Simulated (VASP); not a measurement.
# Mo3Ru3C2 (P-3m1) in VASP: reference runs

Aim: a first look at Mo3Ru3C2 with PBE, on the cell as given and on a disturbed one, then over a range of volumes.

Program: VASP 6.6.1. These are calculated values, not measurements. Logs are shortened: lines on timing, memory, paths and dates and some standing lists are left out, and cuts for length are marked.

### Step 1. The crystal as given

Symmetry: P-3m1, No. 164, trigonal system. Conventional cell: a = 2.909 Å, b = 2.909 Å, c = 13.883 Å, α = 90.00°, β = 90.00°, γ = 120.00°. Around Ru (site symmetry 3m) lie 9 Ru at 2.72 to 2.91 Å and 3 Mo at 2.76 Å. Ru (site symmetry -3m) has 12 Ru at 2.72 to 2.91 Å as nearest neighbours. Mo (site symmetry 3m) has 3 C at 2.09 Å as nearest neighbours. Mo (site symmetry -3m) is surrounded by 6 C at 2.17 Å. C (site symmetry 3m) is surrounded by 6 Mo at 2.09 to 2.17 Å.

The cell comes from a database or a generator and needn't be the stable form of this composition.

### Step 2. Single point, PBE

Input file INCAR:

```
  ALGO = Normal
  EDIFF = 1E-7
  ENCUT = 520
  GGA = PE
  ISIF = 2
  ISMEAR = -1
  LASPH = True
  LCHARG = False
  LREAL = False
  LWAVE = False
  NBANDS = 56
  NELM = 60
  PREC = Accurate
  SIGMA = 0.05
```

Input file KPOINTS:

```
k-points
0
Gamma
  10 10 2
```

Input file POSCAR:

```
Mo3Ru3C2
1.0
    2.9092692288      0.0000000000      0.0000000000
   -1.4546346144      2.5195010586      0.0000000000
    0.0000000000      0.0000000000     13.8833190660
Ru Mo C
3 3 2
Direct
    0.3333333333      0.6666666667      0.3459835000
    0.0000000000      0.0000000000      0.5000000000
    0.6666666667      0.3333333333      0.6540165000
    0.3333333333      0.6666666667      0.8121105000
    0.0000000000      0.0000000000      0.0000000000
    0.6666666667      0.3333333333      0.1878895000
    0.6666666667      0.3333333333      0.9011725000
    0.3333333333      0.6666666667      0.0988275000
```

Potentials or basis: VASP PAW PBE potentials, release 64 (Ru_pv, Mo_sv, C).

On the command line:

```sh
cat potpaw_PBE.64/Ru_pv/POTCAR potpaw_PBE.64/Mo_sv/POTCAR potpaw_PBE.64/C/POTCAR > POTCAR
mpirun -np 1 vasp_std > vasp.out
```

OUTCAR:

```text
EDIFF = 1E-7
   ENCUT = 520
   GGA = PE
   ISIF = 2
   ISMEAR = -1
   LASPH = True
   LREAL = False
   NELM = 60
   PREC = Accurate

 ion  position               nearest neighbor table
   1  0.333  0.667  0.346-   2 2.72   2 2.72   2 2.72   6 2.76   6 2.76   6 2.76
   2  0.000  0.000  0.500-   1 2.72   3 2.72   3 2.72   1 2.72   3 2.72   1 2.72
   3  0.667  0.333  0.654-   2 2.72   2 2.72   2 2.72   4 2.76   4 2.76   4 2.76
   4  0.333  0.667  0.812-   7 2.09   7 2.09   7 2.09   3 2.76   3 2.76   3 2.76   5 3.10   5 3.10
                             5 3.10
   5  0.000  0.000  0.000-   7 2.17   8 2.17   7 2.17   8 2.17   7 2.17   8 2.17   4 3.10   6 3.10
                             4 3.10   6 3.10   6 3.10   4 3.10
   6  0.667  0.333  0.188-   8 2.09   8 2.09   8 2.09   1 2.76   1 2.76   1 2.76   5 3.10   5 3.10
                             5 3.10
   7  0.667  0.333  0.901-   4 2.09   4 2.09   4 2.09   5 2.17   5 2.17   5 2.17
   8  0.333  0.667  0.099-   6 2.09   6 2.09   6 2.09   5 2.17   5 2.17   5 2.17

  LATTYP: Found a hexagonal cell.
 ALAT       =     2.9092692288
 C/A-ratio  =     4.7720984117

  Lattice vectors:

 A1 = (   2.9092692288,   0.0000000000,   0.0000000000)
 A2 = (  -1.4546346144,   2.5195010586,   0.0000000000)
 A3 = (   0.0000000000,   0.0000000000,  13.8833190660)

Analysis of symmetry for initial positions (statically):
=====================================================================
 Subroutine PRICEL returns:
 Original cell was already a primitive cell.

 Routine SETGRP: Setting up the symmetry group for a
 hexagonal supercell.

 Subroutine GETGRP returns: Found 12 space group operations
 (whereof 12 operations were pure point group operations)
 out of a pool of 24 trial point group operations.

The static configuration has the point symmetry D_3d.

Analysis of symmetry for dynamics (positions and initial velocities):
=====================================================================
 Subroutine PRICEL returns:
 Original cell was already a primitive cell.

 Routine SETGRP: Setting up the symmetry group for a
 hexagonal supercell.

 Subroutine GETGRP returns: Found 12 space group operations
 (whereof 12 operations were pure point group operations)
 out of a pool of 24 trial point group operations.

The dynamic configuration has the point symmetry D_3d.

 Subroutine INISYM returns: Found 12 space group operations
 (whereof 12 operations are pure point group operations),
 and found     1 'primitive' translations

----------------------------------------------------------------------------------------

                                     Primitive cell

  volume of cell :     101.7634

  direct lattice vectors                    reciprocal lattice vectors
     2.909269229  0.000000000  0.000000000     0.343728930  0.198451990  0.000000000
    -1.454634614  2.519501059  0.000000000     0.000000000  0.396903981  0.000000000
     0.000000000  0.000000000 13.883319066     0.000000000  0.000000000  0.072028886

  length of vectors
     2.909269229  2.909269229 13.883319066     0.396903981  0.396903981  0.072028886

  position of ions in fractional coordinates (direct lattice)
     0.333333333  0.666666667  0.345983500
     0.000000000  0.000000000  0.500000000
     0.666666667  0.333333333  0.654016500
     0.333333333  0.666666667  0.812110500
     0.000000000  0.000000000  0.000000000
     0.666666667  0.333333333  0.187889500
     0.666666667  0.333333333  0.901172500
     0.333333333  0.666666667  0.098827500

  ion indices of the primitive-cell ions
   primitive index   ion index
                 1           1
                 2           2
                 3           3
                 4           4
                 5           5
                 6           6
                 7           7
                 8           8

----------------------------------------------------------------------------------------

 KPOINTS: k-points

Automatic generation of k-mesh.
 Grid dimensions read from file:
 generate k-points for:   10   10    2

 Generating k-lattice:

  Cartesian coordinates                     Fractional coordinates (reciprocal lattice)
     0.034372893  0.019845199  0.000000000     0.100000000  0.000000000  0.000000000
     0.000000000  0.039690398  0.000000000     0.000000000  0.100000000  0.000000000
     0.000000000  0.000000000  0.036014443     0.000000000  0.000000000  0.500000000

  Length of vectors
     0.039690398  0.039690398  0.036014443

  Shift w.r.t. Gamma in fractional coordinates (k-lattice)
     0.000000000  0.000000000  0.000000000

 Subroutine IBZKPT returns following result:
 ===========================================

 Found     28 irreducible k-points:

 Following reciprocal coordinates:
            Coordinates               Weight
  0.000000  0.000000  0.000000      1.000000
  0.100000  0.000000  0.000000      6.000000
  0.200000  0.000000  0.000000      6.000000
  0.300000 -0.000000  0.000000      6.000000
  0.400000 -0.000000  0.000000      6.000000
  0.500000  0.000000  0.000000      3.000000
[... 16 lines left out ...]
  0.300000  0.100000  0.500000     12.000000
  0.400000  0.100000  0.500000     12.000000
 [... further k-points ...]
   k-points           NKPTS =     28   k-points in BZ     NKDIM =     28   number of bands    NBANDS=     56
   number of dos      NEDOS =    301   number of ions     NIONS =      8
   total plane-waves  NPLWV =  62208
   dimension x,y,z NGX =    24 NGY =   24 NGZ =  108
   dimension x,y,z NGXF=    48 NGYF=   48 NGZF=  216
   ions per type =               3   3   2
   NGX,Y,Z   is equivalent  to a cutoff of  13.71, 13.71, 12.93 a.u.
   NGXF,Y,Z  is equivalent  to a cutoff of  27.43, 27.43, 25.86 a.u.
 SYSTEM =  unknown system
   PREC   = accura    normal or accurate (medium, high low for compatibility)
   ISTART =      0    job   : 0-new  1-cont  2-samecut
   ICHARG =      2    charge: 1-file 2-atom 10-const
   ISPIN  =      1    spin polarized calculation?
   LNONCOLLINEAR =      F non collinear calculations
   LSORBIT =      F    spin-orbit coupling
   LASPH  =      T    aspherical Exc in radial PAW
   ENCUT  =  520.0 eV  38.22 Ry    6.18 a.u.   5.41  5.41 25.81*2*pi/ulx,y,z
   NELM   =     60;   NELMIN=  2; NELMDL= -5     # of ELM steps
   EDIFF  = 0.1E-06   stopping-criterion for ELM
   LREAL  =      F    real-space projection
   EDIFFG = 0.1E-05   stopping-criterion for IOM
   NSW    =      0    number of steps for IOM
   IBRION =     -1    ionic relax: 0-MD 1-quasi-New 2-CG
   NFREE  =      0    steps in history (QN), initial steepest desc. (CG)
   ISIF   =      2    stress and relaxation
   ISYM   =      2    0-nonsym 1-usesym 2-fastsym
   POTIM  = 0.5000    time-step for ionic-motion
   TEBEG  =    0.0;   TEEND  =   0.0 temperature during run
   PSTRESS=    0.0 pullay stress
   NELECT =      92.0000    total number of electrons
   NUPDOWN=      -1.0000    fix difference up-down
   EMIN   =  10.00;   EMAX   =-10.00  energy-range for DOS
   EFERMI =   0.00;   METHOD = LEGACY
   ISMEAR =    -1;   SIGMA  =   0.05  broadening in eV -4-tet -1-fermi 0-gaus
   EFERMI_NEDOS =   21; number of points for ismear=-14 and -15
   IALGO  =     38    algorithm
   IMIX   =      4    mixing-type and parameters
     AMIX     =   0.40;   BMIX     =  1.00
     AMIX_MAG =   1.60;   BMIX_MAG =  1.00
  volume/ion in A,a.u.               =      12.72        85.84
  Fermi-wavevector in a.u.,A,eV,Ry     =   1.582973  2.991385 34.093528  2.505804
  Thomas-Fermi vector in A             =   2.682815
   LORBIT       =      0    0 simple, 1 ext, 2 COOP (PROOUT), +10 PAW based schemes
   GGA     = PE    functional components
   LHFCALC =     F    Hartree Fock is set to
   AEXX    =    0.0000 exact exchange contribution
   IVDW    =     0    specifies the selected vdW correction
   LEPSILON=     F    determine dielectric tensor
   LRPA    =     F    only Hartree local field effects (RPA)
 non-spin polarized calculation
  energy-cutoff  :      520.00
  volume of cell :      101.76
 maximum number of plane-waves:      2799
 NGX is ok and might be reduce to    24
   NGX = 11   NGY = 11   NGZ = 51

 number of electron      92.0000001 magnetization

 Free energy of the ion-electron system (eV)
  ---------------------------------------------------
  ext. energy  EPLUGINS =         0.00000000
  ---------------------------------------------------
  free energy    TOTEN  =       -77.81420909 eV

  energy without entropy =      -77.74163401  energy(sigma->0) =      -77.77792155

 E-fermi :  11.9411     XC(G=0): -13.5111

 val. band max:       11.9397113397   @ k =   0.3000   0.2000   0.5000
 cond. band min:      11.9492970766   @ k =   0.3000  -0.0000   0.0000
 fundamental gap:      0.0095857370
 Fermi energy:        11.9411302168

 k-point     1 :       0.0000    0.0000    0.0000
  band No.  band energies     occupation
      1     -50.1816      2.00000
      2     -49.3408      2.00000
      3     -49.3396      2.00000
      4     -31.0624      2.00000
      5     -30.6588      2.00000
      6     -30.6335      2.00000
[... 48 lines left out ...]
     55      12.8449      0.00000
     56      13.3151      0.00000

 k-point     2 :       0.1000    0.0000    0.0000
  band No.  band energies     occupation
      1     -50.1705      2.00000
      2     -49.3300      2.00000
      3     -49.3289      2.00000
      4     -31.0496      2.00000
      5     -30.7162      2.00000
      6     -30.6437      2.00000
[... 48 lines left out ...]
     55      13.5219      0.00000
     56      13.6310      0.00000

 k-point     3 :       0.2000    0.0000    0.0000
  band No.  band energies     occupation
      1     -50.1414      2.00000
      2     -49.3016      2.00000
      3     -49.3007      2.00000
      4     -31.0179      2.00000
      5     -30.8161      2.00000
      6     -30.6702      2.00000
[... 1172 lines left out ...]
 k-point    23 :       0.3000    0.1000    0.5000
  band No.  band energies     occupation
      1     -50.0848      2.00000
      2     -49.2463      2.00000
      3     -49.2460      2.00000
      4     -30.9795      2.00000
      5     -30.9704      2.00000
      6     -30.7574      2.00000
[... 48 lines left out ...]
     55      14.2975      0.00000
     56      14.6291      0.00000

 k-point    24 :       0.4000    0.1000    0.5000
  band No.  band energies     occupation
      1     -50.0643      2.00000
      2     -49.2264      2.00000
      3     -49.2262      2.00000
      4     -31.0307      2.00000
      5     -30.9796      2.00000
      6     -30.7870      2.00000
[... 48 lines left out ...]
     55      14.8956      0.00000
     56      15.1106      0.00000

 [... further k-points ...]

------------------------ aborting loop because EDIFF is reached ----------------------------------------

  FORCE on cell =-STRESS in cart. coord.  units (eV):
  Direction    XX          YY          ZZ          XY          YZ          ZX
  --------------------------------------------------------------------------------------
  -------------------------------------------------------------------------------------
  Total       -1.7332842     -1.7332842     -1.0771796     -0.0000000      0.0000000     -0.0000000
  in kB      -27.2890614    -27.2890614    -16.9592611     -0.0000000      0.0000000     -0.0000000
  external PRESSURE =     -23.8457946 kB  Pullay stress =       0.0000000 kB

 VOLUME and BASIS-vectors are now :
 -----------------------------------------------------------------------------
  energy-cutoff  :      520.00
  volume of cell :      101.76
      direct lattice vectors                 reciprocal lattice vectors
     2.909269229  0.000000000  0.000000000     0.343728930  0.198451990  0.000000000
    -1.454634614  2.519501059  0.000000000     0.000000000  0.396903981  0.000000000
     0.000000000  0.000000000 13.883319066     0.000000000  0.000000000  0.072028886

 POSITION                                       TOTAL-FORCE (eV/Angst)
 -----------------------------------------------------------------------------------
     -0.00000      1.67967      4.80340         0.000000     -0.000000      0.021729
      0.00000      0.00000      6.94166         0.000000      0.000000      0.000000
      1.45463      0.83983      9.07992         0.000000      0.000000     -0.021729
     -0.00000      1.67967     11.27479         0.000000     -0.000000     -0.095156
      0.00000      0.00000      0.00000         0.000000      0.000000      0.000000
      1.45463      0.83983      2.60853        -0.000000      0.000000      0.095156
      1.45463      0.83983     12.51127        -0.000000     -0.000000      0.074774
     -0.00000      1.67967      1.37205        -0.000000      0.000000     -0.074774
 -----------------------------------------------------------------------------------
    total drift:                                0.000000      0.000000      0.000000

  FREE ENERGIE OF THE ION-ELECTRON SYSTEM (eV)
  ---------------------------------------------------
  free  energy   TOTEN  =       -77.8142090865 eV

  energy  without entropy=      -77.7416340123  energy(sigma->0) =      -77.77792155
```

Wall time 2 min (1 thread of Intel Xeon 6975P-C (Granite Rapids), shared host); peak memory 0.31 GiB.

What came out:

| Quantity | Value |
| --- | --- |
| Free energy | -77.8142 eV |
| Pressure | -2.4 GPa |
| Largest force | 0.095 eV/Å |
| Band gap on the k mesh | none (metal or under the smearing width) |

Forces in eV/Å, atoms in the order of the input:
```
Ru   0.000  0.000  0.022
Ru   0.000  0.000  0.000
Ru   0.000  0.000 -0.022
Mo   0.000  0.000 -0.095
Mo   0.000  0.000  0.000
Mo   0.000  0.000  0.095
C    0.000  0.000  0.075
C    0.000  0.000 -0.075
```

Stress tensor (GPa, compression positive):
```
-2.73  0.00  0.00
 0.00 -2.73  0.00
 0.00  0.00 -1.70
```

### Step 3. Single point, PBE (atoms moved at random, drawn with an rms of 0.05 Å)

Input file INCAR:

```
SYSTEM = Mo3Ru3C2
  PREC = Accurate
  ENCUT = 520
  EDIFF = 1E-7
  ISMEAR = -1
  SIGMA = 0.05
  LREAL = .False.
  LASPH = .True.
  NELM = 80
  ALGO = Normal
  ISIF = 2
  LWAVE = .False.
  LCHARG = .False.
  GGA = PE
  NBANDS = 56
```

Input file KPOINTS:

```
regular mesh
0
Gamma
  10 10 2
  0 0 0
```

Input file POSCAR:

```
Mo3Ru3C2
1.0
    2.9092692288      0.0000000000      0.0000000000
   -1.4546346144      2.5195010586      0.0000000000
    0.0000000000      0.0000000000     13.8833190660
Ru Mo C
3 3 2
Direct
    0.3367340000      0.6653340000      0.3470950000
    0.0130000000      0.0135560000      0.4974470000
    0.6623300000      0.3340550000      0.6525930000
    0.3486030000      0.6738410000      0.8109700000
   -0.0084180000      0.0017220000      0.0020080000
    0.6494780000      0.3334580000      0.1887390000
    0.6557880000      0.3109170000      0.9017530000
    0.3449970000      0.6552340000      0.0999500000
```

Potentials or basis: VASP PAW PBE potentials, release 64 (Ru_pv, Mo_sv, C).

On the command line:

```sh
cat potpaw_PBE.64/Ru_pv/POTCAR potpaw_PBE.64/Mo_sv/POTCAR potpaw_PBE.64/C/POTCAR > POTCAR
mpirun -np 1 vasp_std > vasp.out
```

It took 8.5 min on 1 thread of Intel Xeon 6975P-C (Granite Rapids), shared host; peak memory 0.57 GiB.

The run converged. Its results:

| Item | Value |
| --- | --- |
| Free energy | -77.7079 eV |
| Pressure | -2.1 GPa |
| Largest force | 1.221 eV/Å |
| Band gap on the k mesh | none (metal or under the smearing width) |

Forces on the atoms (eV/Å):
```
Ru  -0.057  0.023 -0.195
Ru  -0.061 -0.078  0.388
Ru   0.060  0.027  0.055
Mo  -0.182 -0.513  0.072
Mo   0.363 -0.303 -0.492
Mo   0.865 -0.247  0.199
C    0.185  0.757  0.043
C   -1.172  0.334 -0.070
```

Stress tensor (GPa, compression positive):
```
-2.98 -0.87  0.31
-0.87 -2.59 -0.16
 0.31 -0.16 -0.74
```

Levels at points of the mesh, in eV from the Fermi level:
```csv
k point,band 44,band 45,band 46,band 47,band 48,band 49
"(0.00, 0.00, 0.00)",-1.16,-0.95,-0.70,-0.50,-0.36,-0.11
"(0.50, 0.00, 0.00)",0.22,0.50,0.89,1.10,1.19,1.60
"(0.00, 0.50, 0.00)",0.16,0.34,0.87,1.13,1.18,1.60
"(0.50, 0.50, 0.00)",0.14,0.29,0.89,1.11,1.18,1.59
"(0.00, 0.00, 0.50)",-1.17,-0.60,-0.55,-0.49,-0.38,-0.16
"(0.50, 0.00, 0.50)",0.53,0.59,0.90,1.08,1.19,1.28
"(0.00, 0.50, 0.50)",0.37,0.61,0.88,1.11,1.18,1.28
"(0.50, 0.50, 0.50)",0.33,0.61,0.90,1.10,1.16,1.26
```

### Step 4. Equation of state, PBE, 11.96 Å³/atom (volume scaled by 0.94)

Input file INCAR:

```
SYSTEM = Mo3Ru3C2
PREC = Accurate ; ENCUT = 520
EDIFF = 1E-7 ; ISMEAR = -1
SIGMA = 0.05 ; LREAL = .False.
LASPH = .True. ; NELM = 100
ALGO = Normal ; ISIF = 2
LWAVE = .False. ; LCHARG = .False.
GGA = PE ; NBANDS = 56
```

KPOINTS is that of step 3.

Input file POSCAR:

```
Mo3Ru3C2
1.0
    2.8498797230      0.0000000000      0.0000000000
   -1.4249398615      2.4680682379      0.0000000000
    0.0000000000      0.0000000000     13.5999064999
Ru Mo C
3 3 2
Direct
    0.3333333333      0.6666666667      0.3459835000
    0.0000000000      0.0000000000      0.5000000000
    0.6666666667      0.3333333333      0.6540165000
    0.3333333333      0.6666666667      0.8121105000
    0.0000000000      0.0000000000      0.0000000000
    0.6666666667      0.3333333333      0.1878895000
    0.6666666667      0.3333333333      0.9011725000
    0.3333333333      0.6666666667      0.0988275000
```

On the command line:

```sh
cat potpaw_PBE.64/Ru_pv/POTCAR potpaw_PBE.64/Mo_sv/POTCAR potpaw_PBE.64/C/POTCAR > POTCAR
mpirun -np 1 vasp_std > vasp.out
```

It took 2 min on 1 thread of Intel Xeon 6975P-C (Granite Rapids), shared host; peak memory 0.3 GiB.

Results (log left out):

* Free energy: -77.5357 eV
* Pressure: 17.9 GPa
* Largest force: 0.640 eV/Å
* Band gap on the k mesh: none (metal or under the smearing width)

### Step 5. Equation of state, PBE, 12.21 Å³/atom (volume scaled by 0.96)

Input file INCAR:

```
SYSTEM = Mo3Ru3C2
  ALGO = Normal
  EDIFF = 1E-7
  ENCUT = 520
  GGA = PE
  ISIF = 2
  ISMEAR = -1
  LASPH = .TRUE.
  LCHARG = .FALSE.
  LREAL = .FALSE.
  LWAVE = .FALSE.
  NBANDS = 56
  NELM = 60
  PREC = Accurate
  SIGMA = 0.05
```

Input file KPOINTS:

```
k-points
0
G
  10 10 2
  0 0 0
```

Edit POSCAR of step 4 so:

```diff
@@ -2,5 +2,5 @@
 1.0
-    2.8498797230      0.0000000000      0.0000000000
-   -1.4249398615      2.4680682379      0.0000000000
-    0.0000000000      0.0000000000     13.5999064999
+    2.8699499598      0.0000000000      0.0000000000
+   -1.4349749799      2.4854495728      0.0000000000
+    0.0000000000      0.0000000000     13.6956836449
 Ru Mo C
```

On the command line:

```sh
cat potpaw_PBE.64/Ru_pv/POTCAR potpaw_PBE.64/Mo_sv/POTCAR potpaw_PBE.64/C/POTCAR > POTCAR
mpirun -np 1 vasp_std > vasp.out
```

Run time: 2.2 min. Hardware: 1 thread of Intel Xeon 6975P-C (Granite Rapids), shared host; peak memory 0.3 GiB.

It converged, with:

- Free energy: -77.7160 eV
- Pressure: 10.4 GPa
- Largest force: 0.446 eV/Å
- Band gap on the k mesh: none (metal or under the smearing width)

(Part 1 of 2 ends here.)
